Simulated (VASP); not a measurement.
Data:

```
AuCu
1.0
    2.75918     0.00000     0.00000
    0.00000     2.75918     0.00000
    0.00000     0.00000     3.63374
Cu Au
1 1
Direct
  0.00000   0.00000   0.00000
  0.50000   0.50000   0.50000
```

Calculation: LDA (Ceperley-Alder, Perdew-Zunger), VASP's LDA PAW potentials (set 64) (plane waves; VASP). Run with 500 eV cut-off, 13×13×10 Γ-centred mesh, first-order Methfessel-Paxton smearing of 0.10 eV, potentials Cu Au.

Energy and stress use the plane-wave basis of the starting cell.

Q: The ions, cell shape and volume at an external pressure of 5.0 GPa are relaxed. What does this cell relax into?

A: 
```
AuCu
1.0
    2.73807     0.00000     0.00000
    0.00000     2.73807     0.00000
    0.00000     0.00000     3.59952
Cu Au
1 1
Direct
  0.00000   0.00000   0.00000
  0.50000   0.50000   0.50000
```
Space group P4/mmm (123), at a tolerance of 0.03 Å.

Q: How do energy and volume change from the first to the last step?

A: The energy (σ→0) changes by +5.2 meV/atom and the volume by -2.5 %, in 5 ionic steps.

The compound is CuAu in the L1_0 structure. This run relaxes it under an external pressure of 5 GPa. Symmetry was kept, so distortions that lower it aren't found.
